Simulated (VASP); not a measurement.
Output of a VASP run:

### OSZICAR
```
...
   2 F= -.22758267E+03 E0= -.22758135E+03  d E =-.164645E-01
       N       E                     dE             d eps       ncg     rms          rms(c)
DAV:   1    -0.228500296780E+03   -0.91763E+00   -0.15974E+01  2326   0.248E+01    0.761E+00
DAV:   2    -0.227801080041E+03    0.69922E+00   -0.55919E+00  2361   0.132E+01    0.286E+00
DAV:   3    -0.227639762087E+03    0.16132E+00   -0.77007E-01  2340   0.484E+00    0.152E+00
DAV:   4    -0.227629966302E+03    0.97958E-02   -0.65043E-02  2546   0.104E+00    0.874E-01
DAV:   5    -0.227623818480E+03    0.61478E-02   -0.15431E-02  2572   0.564E-01    0.342E-01
DAV:   6    -0.227625191842E+03   -0.13734E-02   -0.10667E-02  2362   0.452E-01    0.170E-01
DAV:   7    -0.227626688480E+03   -0.14966E-02   -0.16636E-03  2539   0.232E-01    0.987E-02
DAV:   8    -0.227626748003E+03   -0.59522E-04   -0.23656E-04  2580   0.778E-02    0.642E-02
DAV:   9    -0.227626732426E+03    0.15576E-04   -0.92490E-05  2447   0.359E-02    0.150E-02
DAV:  10    -0.227626739417E+03   -0.69904E-05   -0.30825E-05  2435   0.231E-02    0.115E-02
DAV:  11    -0.227626740117E+03   -0.69993E-06   -0.30137E-06  2025   0.729E-03
   3 F= -.22762674E+03 E0= -.22762585E+03  d E =-.605352E-01
       N       E                     dE             d eps       ncg     rms          rms(c)
DAV:   1    -0.227627161693E+03   -0.42228E-03   -0.83296E-03  2298   0.574E-01    0.173E-01
DAV:   2    -0.227626784213E+03    0.37748E-03   -0.25985E-03  2452   0.288E-01    0.624E-02
DAV:   3    -0.227626722945E+03    0.61268E-04   -0.33778E-04  2410   0.102E-01    0.377E-02
DAV:   4    -0.227626720719E+03    0.22262E-05   -0.27825E-05  2557   0.230E-02    0.227E-02
DAV:   5    -0.227626720284E+03    0.43461E-06   -0.86278E-06  2411   0.131E-02
   4 F= -.22762672E+03 E0= -.22762584E+03  d E =-.605154E-01
       N       E                     dE             d eps       ncg     rms          rms(c)
DAV:   1    -0.227627196374E+03   -0.47565E-03   -0.70042E-02  2214   0.124E+00    0.156E-01
DAV:   2    -0.227627103857E+03    0.92517E-04   -0.19486E-03  2463   0.213E-01    0.682E-02
DAV:   3    -0.227627112885E+03   -0.90281E-05   -0.30124E-04  2396   0.106E-01    0.355E-02
DAV:   4    -0.227627115384E+03   -0.24991E-05   -0.83921E-05  2446   0.608E-02    0.220E-02
DAV:   5    -0.227627110835E+03    0.45491E-05   -0.14887E-05  2523   0.208E-02    0.159E-02
DAV:   6    -0.227627112728E+03   -0.18935E-05   -0.61012E-06  2286   0.112E-02    0.774E-03
DAV:   7    -0.227627112959E+03   -0.23062E-06   -0.10214E-06  1508   0.508E-03
   5 F= -.22762711E+03 E0= -.22762622E+03  d E =-.392674E-03
       N       E                     dE             d eps       ncg     rms          rms(c)
DAV:   1    -0.227628510864E+03   -0.13981E-02   -0.62963E-01  2200   0.371E+00    0.468E-01
DAV:   2    -0.227627670283E+03    0.84058E-03   -0.17551E-02  2456   0.645E-01    0.204E-01
DAV:   3    -0.227627786909E+03   -0.11663E-03   -0.26792E-03  2396   0.322E-01    0.108E-01
DAV:   4    -0.227627782726E+03    0.41823E-05   -0.73270E-04  2440   0.183E-01    0.671E-02
DAV:   5    -0.227627741069E+03    0.41658E-04   -0.13577E-04  2698   0.615E-02    0.477E-02
DAV:   6    -0.227627760667E+03   -0.19598E-04   -0.62158E-05  2446   0.351E-02    0.223E-02
DAV:   7    -0.227627763957E+03   -0.32900E-05   -0.11400E-05  2345   0.154E-02    0.390E-03
DAV:   8    -0.227627764789E+03   -0.83218E-06   -0.12813E-06  1732   0.627E-03
   6 F= -.22762776E+03 E0= -.22762685E+03  d E =-.104450E-02
```

File OUTCAR:
```
------------------------ aborting loop because EDIFF is reached ----------------------------------------
  FORCE on cell =-STRESS in cart. coord.  units (eV):
  Direction    XX          YY          ZZ          XY          YZ          ZX
  --------------------------------------------------------------------------------------
  Total        0.0085036      0.0085036      0.1690212      0.0000000      0.0000000      0.0000000
  in kB        0.0696180      0.0696180      1.3837522      0.0000000      0.0000000      0.0000000
  external PRESSURE =       0.5076627 kB  Pullay stress =       0.0000000 kB
  volume of cell :      195.70
      direct lattice vectors                 reciprocal lattice vectors
     7.593668330  0.000000000 -0.000000000     0.131688659  0.076030478 -0.000000000
    -3.796834165  6.576310072  0.000000000    -0.000000000  0.152060957 -0.000000000
    -0.000000000  0.000000000  3.918858699     0.000000000 -0.000000000  0.255176335
 POSITION                                       TOTAL-FORCE (eV/Angst)
 -----------------------------------------------------------------------------------
      4.52336      0.00000     -0.00000        -0.005837     -0.000000      0.000000
      1.53515      2.65896      0.00000         0.002919      0.005055      0.000000
     -2.26168      3.91735      3.91886         0.002919     -0.005055     -0.000000
     -0.00000      0.00000      0.00000         0.000000      0.000000      0.000000
      3.79684      2.19210      1.95943         0.000000     -0.000000      0.000000
     -0.00000      4.38421      1.95943         0.000000      0.000000      0.000000
     -1.85073      6.57631      1.95943         0.000378      0.000000     -0.000000
      2.82378      4.89093      1.95943        -0.000189     -0.000327     -0.000000
      6.62061      1.68538      1.95943        -0.000189      0.000327      0.000000
 -----------------------------------------------------------------------------------
    total drift:                                0.000020      0.000034     -0.000001
  FREE ENERGIE OF THE ION-ELECTRON SYSTEM (eV)
  ---------------------------------------------------
  free  energy   TOTEN  =      -227.6277647892 eV

  energy  without entropy=     -227.6250107657  energy(sigma->0) =     -227.62684678

 reached required accuracy - stopping structural energy minimisation
```
(Selected blocks of OUTCAR.)

**POSCAR**
```
GdCdPd
1
    7.5260075873    -0.0000000000    -0.0000000000
   -3.7630037936     6.5177141395     0.0000000000
    0.0000000000    -0.0000000000     3.8644406058
Gd Pd Cd
3 3 3
Direct
  0.5946435186   1.0000000000   1.0000000000
  0.4053564814   0.4053564814   0.0000000000
  1.0000000000   0.5946435186   0.0000000000
  1.0000000000   1.0000000000   1.0000000000
  0.6666670000   0.3333330000   0.5000000000
  0.3333330000   0.6666670000   0.5000000000
  0.2568610686   1.0000000000   0.5000000000
  0.7431389314   0.7431389314   0.5000000000
  1.0000000000   0.2568610686   0.5000000000
```

**Question.** Reconstruct the remaining input files.

**Answer.** This is not unique; one that fits is the input of the run itself, r2SCAN meta-GGA, plane waves, VASP's PBE PAW potentials (set 64).

File KPOINTS:
```
Regular mesh
0
G
5 5 7
```

### INCAR
```
SYSTEM=GdCdPd
PREC=Accurate; ENCUT=400; LREAL=.False.
LASPH=.True.
EDIFF=1E-6; NELM=100; ALGO=Normal
LMAXMIX=6; LMIXTAU=.True.
ISMEAR=1; SIGMA=0.1
METAGGA=R2SCAN
IBRION=2; NSW=60; ISIF=3
EDIFFG=-0.02
LWAVE=.False.; LCHARG=.False.
```

POTCAR, in this order: Gd_3 Pd Cd (PBE.64 set). Program: vasp_std.

The 4f electrons are frozen in the core of the lanthanide potential, so 4f levels, which can set the real gap, and their magnetism are missing. Energy and stress use the plane-wave basis of the starting cell.

The structure comes from a measured GdCdPd entry (P-62m) of the Crystallography Open Database, whose conditions weren't checked. This run relaxes it. Symmetry was kept, so distortions that lower it aren't found. The start is the result of an earlier pass. The electron count is odd and the run is not spin-polarised, which forces a metal.
